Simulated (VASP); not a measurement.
Output of a VASP run:

File OSZICAR:
```
       N       E                     dE             d eps       ncg     rms          rms(c)
DAV:   1     0.233264237691E+01    0.23326E+01   -0.44608E+03   792   0.870E+02
DAV:   2    -0.151594077234E+01   -0.38486E+01   -0.38410E+01   976   0.483E+01
DAV:   3    -0.153743914196E+01   -0.21498E-01   -0.21498E-01  1040   0.402E+00
DAV:   4    -0.153747718293E+01   -0.38041E-04   -0.38041E-04  1056   0.134E-01
DAV:   5    -0.153747722401E+01   -0.41083E-07   -0.41083E-07  1024   0.354E-03    0.815E+00
DAV:   6    -0.154489845739E+01   -0.74212E-02   -0.14641E-03   960   0.362E-01    0.488E+00
DAV:   7    -0.154819982466E+01   -0.33014E-02   -0.44412E-03   928   0.587E-01    0.413E-02
DAV:   8    -0.154820298717E+01   -0.31625E-05   -0.52182E-05   856   0.699E-02    0.133E-02
DAV:   9    -0.154821071831E+01   -0.77311E-05   -0.11631E-05  1048   0.345E-02    0.245E-03
DAV:  10    -0.154821198200E+01   -0.12637E-05   -0.11191E-06   784   0.880E-03    0.134E-03
DAV:  11    -0.154821207161E+01   -0.89610E-07   -0.89082E-08   688   0.262E-03
   1 F= -.15482121E+01 E0= -.15482121E+01  d E =0.000000E+00
```

OUTCAR:
```
------------------------ aborting loop because EDIFF is reached ----------------------------------------
  FORCE on cell =-STRESS in cart. coord.  units (eV):
  Direction    XX          YY          ZZ          XY          YZ          ZX
  --------------------------------------------------------------------------------------
  Total       -0.0098902     -0.0098902     -0.0098902     -0.0000000      0.0000000     -0.0000000
  in kB       -0.4196310     -0.4196310     -0.4196310     -0.0000000      0.0000000     -0.0000000
  external PRESSURE =      -0.4196310 kB  Pullay stress =       0.0000000 kB
  volume of cell :       37.76
      direct lattice vectors                 reciprocal lattice vectors
     0.000000000  2.662803213  2.662803213    -0.187772043  0.187772043  0.187772043
     2.662803213  0.000000000  2.662803213     0.187772043 -0.187772043  0.187772043
     2.662803213  2.662803213  0.000000000     0.187772043  0.187772043 -0.187772043
 POSITION                                       TOTAL-FORCE (eV/Angst)
 -----------------------------------------------------------------------------------
      0.00000      0.00000      0.00000         0.000000      0.000000      0.000000
 -----------------------------------------------------------------------------------
    total drift:                               -0.000000     -0.000000     -0.000000
  FREE ENERGIE OF THE ION-ELECTRON SYSTEM (eV)
  ---------------------------------------------------
  free  energy   TOTEN  =        -1.5482120716 eV

  energy  without entropy=       -1.5482120716  energy(sigma->0) =       -1.54821207

 total charge

# of ion       s       p       d       tot
------------------------------------------
    1        0.488   6.267   0.321   7.076
```
(Selected blocks of OUTCAR.)

**POSCAR**
```
Yb
1
    0.0000000000     2.6628032134     2.6628032134
    2.6628032134     0.0000000000     2.6628032134
    2.6628032134     2.6628032134     0.0000000000
Yb
1
Direct
  0.0000000000   0.0000000000   0.0000000000
```

### Question
Write an INCAR and KPOINTS that could have produced this output.

### Answer
One answer among several that fit: the input of the run itself, AM05 GGA, plane waves, VASP's PBE PAW potentials (set 64).

**INCAR**
```
LCHARG = T
NELM = 100   # most electronic steps
EDIFF = 1E-7   # SCF stop (eV)
PREC = Accurate
LMAXMIX = 6   # l cut-off of mixed one-centre charges
LASPH = T
NEDOS = 601   # DOS grid
ALGO = Normal   # blocked Davidson
SYSTEM = Yb
LWAVE = F
ISIF = 2
ISMEAR = -5   # tetrahedra, Bloechl
LREAL = F   # projection in real space or not
ENCUT = 520   # plane-wave cut-off (eV)
GGA = AM   # AM05
LORBIT = 11   # lm-projected
```

KPOINTS:
```
Automatic
0
G
 10 10 10
```

POTCAR, in this order: Yb_2 (PBE.64 set). Program: vasp_std.

The 4f electrons are frozen in the core of the lanthanide potential, so 4f levels, which can set the real gap, and their magnetism are missing. For a metal the tetrahedron method with Blöchl corrections gives inexact stress and forces.

The compound is Yb in the fcc structure. It was relaxed first, which changed the volume by -8 %.
